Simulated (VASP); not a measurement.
Given:

```
Cu2Se
1.0
   -1.96588     3.19391     1.93633
    1.96588    -3.19391     1.93633
    1.96588     3.19391    -1.93633
Cu Se
2 1
Cartesian
  0.00000   1.88339   1.50519
  1.96588   1.31052  -0.43114
  0.00000   0.00000   0.10328
```

The numbers are results of PBEsol GGA, VASP's PBE PAW potentials (set 64) (plane waves; VASP), not measurements. Settings: 400 eV cut-off, Gaussian smearing of 0.050 eV, potentials Cu Se.

Question: Give the energies of bands 4 to 17 at the high-symmetry points, in eV from the Fermi level.

Answer: 
```
band      Γ      X     F0     Λ0      R      W      S      T
----  -----  -----  -----  -----  -----  -----  -----  -----
4     -4.64  -5.02  -4.58  -5.17  -5.24  -5.57  -5.38  -4.43
5     -3.80  -3.99  -3.77  -3.70  -3.66  -3.60  -3.75  -3.72
6     -3.68  -3.71  -3.71  -3.59  -3.60  -3.56  -3.47  -3.65
7     -3.09  -3.15  -3.37  -3.13  -3.40  -3.56  -3.27  -3.28
8     -2.95  -3.09  -3.10  -3.09  -3.11  -3.06  -3.09  -3.13
9     -2.78  -3.01  -2.96  -3.01  -2.95  -2.96  -2.87  -3.04
10    -2.62  -2.62  -2.91  -2.88  -2.85  -2.88  -2.73  -3.01
11    -2.27  -2.58  -2.74  -2.70  -2.68  -2.78  -2.71  -2.93
12    -1.19  -2.34  -2.71  -2.67  -2.52  -2.65  -2.55  -2.58
13    -0.73  -2.23  -2.33  -2.31  -1.98  -2.11  -1.16  -1.73
14    -0.61  -1.95  -1.22  -1.46  -1.92  -1.77  -0.65  -0.88
15     0.29   1.31   2.33   1.96   0.76   2.42   0.21   0.65
16     3.07   2.08   4.78   4.04   0.77   3.32   3.28   4.64
17     4.33   6.55   4.96   4.86   7.37   3.51   5.10   5.19
```

It has no gap at this level: it comes out as a metal or semimetal.

The structure comes from a computed database's Cu2Se entry (Imm2); how it stands against other phases isn't given here. It was relaxed first, which changed the volume by -6 %.
